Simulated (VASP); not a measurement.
Energy against volume of Hf (hcp). Method: PBEsol GGA, VASP's PBE PAW potentials (set 64) (plane waves; VASP 6.6.1). Settings: 520 eV cut-off, 13×13×7 Γ-centred mesh, first-order Methfessel-Paxton smearing of 0.10 eV, potentials Hf_pv.

Shape and ions are relaxed at each volume.

```json
[
 {"V (Å³/atom)": "20.909", "E (eV/atom)": "-10.49506"},
 {"V (Å³/atom)": "21.556", "E (eV/atom)": "-10.50233"},
 {"V (Å³/atom)": "22.203", "E (eV/atom)": "-10.49575"},
 {"V (Å³/atom)": "22.849", "E (eV/atom)": "-10.47688"}
]
```

Problem. Fit these four points and predict the energy of the run at 20.263 Å³/atom.

Solution. A cubic in V^(−2/3), the third-order Birch-Murnaghan form, passes through the four points with V0 = 21.56 Å³/atom and B0 = 114 GPa, and gives -10.4723 eV/atom there. The run gave -10.4721 eV/atom, +0.2 meV/atom from the fit; all five points give B0 = 114 GPa.

The compound is Hf in the hcp structure. It was relaxed first.
